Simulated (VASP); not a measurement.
A convergence study with VASP on Ru (hcp): one setting is varied, all else stays as given below, so the limit is that of these other settings. ε∞ is the independent-particle value.

```xyz
2
Lattice="1.3550 -2.3469 0.0000 1.3550 2.3469 0.0000 0.0000 0.0000 4.2800" Properties=species:S:1:pos:R:3 pbc="T T T"
Ru     1.3550     0.7823     1.0700
Ru     1.3550    -0.7823     3.2100
```

These are PBEsol GGA, VASP's PBE PAW potentials (set 64) (plane waves; VASP 6.6.1) values and carry that method's errors. The tightest run used: 550 eV cut-off, 13×13×8 Γ-centred mesh, first-order Methfessel-Paxton smearing of 0.10 eV, potentials Ru_pv.

### Question
The settings run are NBANDS = 15; NBANDS = 16; NBANDS = 18; NBANDS = 22; NBANDS = 30; NBANDS = 46; NBANDS = 78; NBANDS = 142. From which on does the energy per atom stay within 0.005 eV/atom of the tightest run?

### Answer
From NBANDS = 16 on: it is off by 0.0000 there and by no more than 0.005 in any finer run, while NBANDS = 15 is off by 0.0980.
```csv
setting,E (eV/atom),bands,difference judged (eV/atom)
NBANDS = 15,-10.0658,15,0.0980
NBANDS = 16,-10.1638,16,0.0000
NBANDS = 18,-10.1638,18,0.0000
NBANDS = 22,-10.1638,22,0.0000
NBANDS = 30,-10.1638,30,0.0000
NBANDS = 46,-10.1638,46,0.0000
NBANDS = 78,-10.1638,78,0.0000
NBANDS = 142,-10.1638,142,0.0000
```

VASP warned of too few bands at NBANDS = 15; NBANDS = 16.

Left out are rungs that failed or repeat a setting and relaxations that didn't move; long series are thinned to 24 rows.

The compound is Ru in the hcp structure. The cell was not relaxed at this level. VASP warned that the highest band is occupied, so more bands are needed.
